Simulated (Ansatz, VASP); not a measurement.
# Two plane-wave programs on TaBr3F3

File INCAR:

```
ALGO     = Normal         # electronic algorithm
EDIFF    = 1E-6           # SCF threshold, eV
ENCUT    = 520            # plane-wave cutoff, eV
GGA      = PE             # functional
ISIF     = 2              # what is computed and relaxed
ISMEAR   = 0              # smearing method
LASPH    = T              # aspherical terms in the spheres
LCHARG   = F              # write CHGCAR
LREAL    = F              # projectors in reciprocal space
LWAVE    = F              # write WAVECAR
NBANDS   = 36             # bands
NELM     = 60             # most SCF steps
PREC     = Accurate       # precision mode
SIGMA    = 0.1            # smearing width, eV
```

KPOINTS

```
k-points
0
Gamma
  4 4 4
```

Contents of POSCAR:

```
TaBr3F3
1.0
    5.3907748200      0.0000000000      0.0000000000
    0.0000000000      5.3907748200      0.0000000000
    0.0000000000      0.0000000000      5.3907748200
Ta Br F
1 3 3
Direct
    0.5000000000      0.5000000000      0.5000000000
    0.5000000000      0.0000000000      0.0000000000
    0.0000000000      0.5000000000      0.0000000000
    0.0000000000      0.0000000000      0.5000000000
    0.5000000000      0.5000000000      0.0000000000
    0.0000000000      0.5000000000      0.5000000000
    0.5000000000      0.0000000000      0.5000000000
```

Input for Ansatz:

```yaml
crystal:
  lattice:
    - [5.39077482, 0.0, 0.0]
    - [0.0, 5.39077482, 0.0]
    - [0.0, 0.0, 5.39077482]
  atoms:
    - { symbol: Ta, position: [0.5, 0.5, 0.5] }
    - { symbol: Br, position: [0.5, 0.0, 0.0] }
    - { symbol: Br, position: [0.0, 0.5, 0.0] }
    - { symbol: Br, position: [0.0, 0.0, 0.5] }
    - { symbol: F, position: [0.5, 0.5, 0.0] }
    - { symbol: F, position: [0.0, 0.5, 0.5] }
    - { symbol: F, position: [0.5, 0.0, 0.5] }
basis:
  ecutwfc: 420
kpoints:
  mp_grid: { grid: [4, 4, 4] }
hamiltonian:
  xc: pbe
scf:
  occupations: { method: gaussian, width: 0.1 }
  lower_state_search: "off"
output:
  forces: true
  stress: true
  eigenvalues: true
```

Change from the starting cell: species swapped into the Ce3GaBr3 type (Pm-3m, No. 221).

Alike in both runs: task single point; functional PBE; k mesh 4 × 4 × 4; occupations gaussian, width 0.1 eV; no spin polarisation.

```csv
,VASP,Ansatz
version,VASP 6.6.1,Ansatz 0.2.0
potentials or method,"VASP PAW PBE potentials, release 64 (Ta_pv, Br, F)","scalar-relativistic, plane waves, PAW"
plane-wave cutoff (eV),520,420
valence electrons in the cell,53,55
```

Ansatz gave:

| Item | Value |
| --- | --- |
| gap on the k mesh at the Fermi level (eV) | none |
| pressure (GPa) | -8.2 |

**Question.** Which values does VASP return?

**Answer.** gap on the k mesh at the Fermi level (eV): none; pressure (GPa): -8.3.

A gap of «none» marks a metal or a gap that the smearing closes. The two sets of potentials don't hold the same shells in valence.

Caveats: an odd number of electrons without spin polarisation forces a metal; a magnetic or distorted state may lie lower. Spin-orbit coupling is left out, which matters for the levels of Ta.
